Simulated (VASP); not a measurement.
## Ag₃Rh (ordered alloy cell): computed properties

Method: PBEsol GGA, VASP's PBE PAW potentials (set 64) (plane waves; VASP).

| Property | Result |
|---|---|
| space group | Pm-3m (221) |
| cell | a = b = c = 3.978 Å, α = β = γ = 90.00° |
| volume per atom | 15.74 Å³/atom |
| band gap (over mesh and band path) | none (metal, semimetal or under 0.01 eV) |
| density | 11.25 g/cm³ |

```yaml
crystal:
  lattice:
    - [3.97841, 0.00000, 0.00000]
    - [0.00000, 3.97841, 0.00000]
    - [0.00000, 0.00000, 3.97841]
  atoms:
    - { symbol: Rh, position: [0.00000, 0.00000, 0.00000] }
    - { symbol: Ag, position: [0.50000, 0.50000, 0.00000] }
    - { symbol: Ag, position: [0.50000, 0.00000, 0.50000] }
    - { symbol: Ag, position: [0.00000, 0.50000, 0.50000] }
```

The structure was generated: Ag3Rh was put into an ordered model structure (Pm-3m), which need not be its known phase. It was relaxed first. Symmetry was kept, so distortions that lower it aren't found.
